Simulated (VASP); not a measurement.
A cell of CoAl (CsCl type) near equilibrium:

```
CELL_PARAMETERS angstrom
      2.82053     0.00000     0.00000
      0.00000     2.82053     0.00000
      0.00000     0.00000     2.82053
ATOMIC_POSITIONS crystal
  Al 0.50000 0.50000 0.50000
  Co 0.00000 0.00000 0.00000
```

These are r2SCAN meta-GGA, VASP's PBE PAW potentials (set 64) (plane waves; VASP 6.6.1) values and carry that method's errors.

| run | ΔE (meV/atom) | σxx | σyy | σzz | largest shear component, with its sign (GPa) | largest force (eV/Å) |
|---|---|---|---|---|---|---|
| as it is | 0.0 | 0.21 | 0.21 | 0.21 | 0.00 | 0.000 |
| after one change | 3.8 | 5.21 | 5.21 | 2.81 | 0.00 | 0.000 |
Stress is in GPa, positive when the cell is compressed.

Question: Which change was made?
A) biaxial strain of -3.0 % in the xz plane
B) biaxial strain of -1.0 % in the xy plane
C) atom 1 (Al) moved by -0.025 Å along y
D) atom 1 (Al) moved by 0.050 Å along z

Answer: B, biaxial strain of -1.0 % in the xy plane

The compound is CoAl in the CsCl type structure. The run is not spin-polarised, so no magnetic state was tried.
